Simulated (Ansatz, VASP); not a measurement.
**Two plane-wave programs on LiTe2Mo**

Contents of INCAR:

```
SYSTEM = LiTe2Mo
PREC = Accurate
ENCUT = 520
EDIFF = 1E-6
ISMEAR = 0
SIGMA = 0.1
LREAL = .FALSE.
LASPH = .TRUE.
NELM = 60
ALGO = Normal
ISIF = 2
LWAVE = .FALSE.
LCHARG = .FALSE.
GGA = PE
IVDW = 12
NBANDS = 39
```

Contents of KPOINTS:

```
regular mesh
0
G
  6 6 2
  0 0 0
```

POSCAR

```
LiTe2Mo
1.0
    3.4969490424      0.0000000000      0.0000000000
   -1.7484745212      3.0284467064      0.0000000000
    0.0000000000      0.0000000000     14.0110238096
Te Mo Li
4 2 2
Direct
    0.3333333333      0.6666666667      0.6144812248
    0.6666666667      0.3333333333      0.1144812248
    0.3333333333      0.6666666667      0.8738946054
    0.6666666667      0.3333333333      0.3738946054
    0.3333333333      0.6666666667      0.2441879151
    0.6666666667      0.3333333333      0.7441879151
    0.0000000000      0.0000000000     -0.0058120849
    1.0000000000      1.0000000000      0.4941879151
```

Input for Ansatz:

```yaml
crystal:
  lattice:
    - [3.4969490424, 0.0, 0.0]
    - [-1.7484745212, 3.0284467064, 0.0]
    - [0.0, 0.0, 14.0110238096]
  atoms:
    - { symbol: Te, position: [0.3333333333, 0.6666666667, 0.6144812248] }
    - { symbol: Te, position: [0.6666666667, 0.3333333333, 0.1144812248] }
    - { symbol: Te, position: [0.3333333333, 0.6666666667, 0.8738946054] }
    - { symbol: Te, position: [0.6666666667, 0.3333333333, 0.3738946054] }
    - { symbol: Mo, position: [0.3333333333, 0.6666666667, 0.2441879151] }
    - { symbol: Mo, position: [0.6666666667, 0.3333333333, 0.7441879151] }
    - { symbol: Li, position: [0.0, 0.0, -0.0058120849] }
    - { symbol: Li, position: [1.0, 1.0, 0.4941879151] }
basis:
  ecutwfc: 420
kpoints:
  mp_grid: { grid: [6, 6, 2] }
hamiltonian:
  xc: pbe
  dispersion: d3bj
scf:
  occupations: { method: gaussian, width: 0.1 }
output:
  forces: true
  stress: true
  eigenvalues: true
```

Alike in both runs: task single point; functional PBE; dispersion D3(BJ); k mesh 6 × 6 × 2; occupations gaussian, width 0.1 eV; no spin polarisation.

|  | VASP | Ansatz |
| --- | --- | --- |
| version | VASP 6.6.1 | Ansatz 0.2.0 |
| potentials or method | VASP PAW PBE potentials, release 64 (Te, Mo_sv, Li_sv) | scalar-relativistic, plane waves, PAW |
| plane-wave cutoff (eV) | 520 | 420 |
| valence electrons in the cell | 58 | 98 |

```csv
,VASP,Ansatz,Ansatz less VASP
gap on the k mesh at the Fermi level (eV),none,none,-
rms of the force components (eV/Å),0.179,0.177,-0.0017
```

Atom by atom the forces differ by 0.002 eV/Å (rms over components). A gap of «none» marks a metal or a gap that the smearing closes. The two sets of potentials don't hold the same shells in valence.

 Spin-orbit coupling is left out, which matters for the levels of Te.
